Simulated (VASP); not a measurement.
For cubic AlN (space group F-43m), PBE GGA, VASP's PBE PAW potentials (set 64) run with VASP 6.6.1 gives ε∞ = 4.61, a static ε₀ = 8.48 and a transverse optical mode at 647 cm⁻¹.

Estimate the longitudinal optical frequency at Γ.

By the Lyddane-Sachs-Teller relation, ω_LO = ω_TO √(ε₀/ε∞) = 647 × √(8.48/4.61) = 878 cm⁻¹.

The structure comes from a computed database's AlN entry; how it stands against other phases isn't given here. The cell was not relaxed at this level. The run is one of a series of settings (EDIFF = 1E-8, IBRION = 8, LEPSILON = .TRUE., NSW = 1 against the base run), some of them coarse on purpose.
